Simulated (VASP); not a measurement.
Here is the system:

```
TiS
1.0
    3.21951     0.00000     0.00000
   -1.60976     2.78818     0.00000
    0.00000     0.00000     3.18548
Ti S
1 1
Direct
  0.66667   0.33333   0.00000
  0.00000   0.00000   0.50000
```

Calculation: PBEsol GGA, VASP's PBE PAW potentials (set 64) (plane waves; VASP). Settings: 400 eV cut-off, Gaussian smearing of 0.050 eV, potentials Ti_sv S.

Task: Give the energies of bands 6 to 12 at the high-symmetry points, in eV from the Fermi level.

Result: 
```json
[
 {"band": "6", "Γ": "-3.13", "M": "-7.66", "K": "-6.66", "A": "-8.06", "L": "-6.43", "H": "-6.63"},
 {"band": "7", "Γ": "-3.13", "M": "-3.81", "K": "-6.02", "A": "-2.57", "L": "-6.35", "H": "-6.25"},
 {"band": "8", "Γ": "-2.71", "M": "-2.96", "K": "-3.76", "A": "-2.57", "L": "-4.28", "H": "-4.81"},
 {"band": "9", "Γ": "-2.26", "M": "-1.94", "K": "0.02", "A": "-0.04", "L": "-0.63", "H": "-0.15"},
 {"band": "10", "Γ": "1.39", "M": "0.88", "K": "0.66", "A": "-0.04", "L": "2.18", "H": "2.24"},
 {"band": "11", "Γ": "1.39", "M": "2.31", "K": "1.25", "A": "1.82", "L": "2.41", "H": "2.57"},
 {"band": "12", "Γ": "2.82", "M": "2.44", "K": "1.36", "A": "1.99", "L": "2.62", "H": "3.51"}
]
```

It has no gap at this level: it comes out as a metal or semimetal.

The structure comes from a computed database's TiS entry (P-6m2); how it stands against other phases isn't given here. It was relaxed first.
